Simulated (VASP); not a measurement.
Given:

```
CELL_PARAMETERS angstrom
      2.86355     0.00000     0.00000
      0.00000     2.86355     0.00000
      0.00000     0.00000     2.86355
ATOMIC_POSITIONS crystal
  Al 0.50000 0.50000 0.50000
  Ni 0.00000 0.00000 0.00000
```

Calculation: AM05 GGA, VASP's PBE PAW potentials (set 64) (plane waves; VASP). Run with 520 eV cut-off, 11×11×11 Γ-centred mesh, first-order Methfessel-Paxton smearing of 0.10 eV, potentials Al Ni.

Predict the energy per atom (σ→0), band gap (on the k-mesh) with the smallest direct gap where there is one.

```yaml
band gap (on the k-mesh): none (metal, semimetal or under 0.01 eV)
energy per atom (σ→0): -5.635 eV/atom
```

Only differences to runs with the same potentials and settings are physical.

The compound is NiAl in the CsCl type structure. It was relaxed first. The start is the result of an earlier pass. The run is not spin-polarised, so no magnetic state was tried. The electron count is odd and the run is not spin-polarised, which forces a metal.
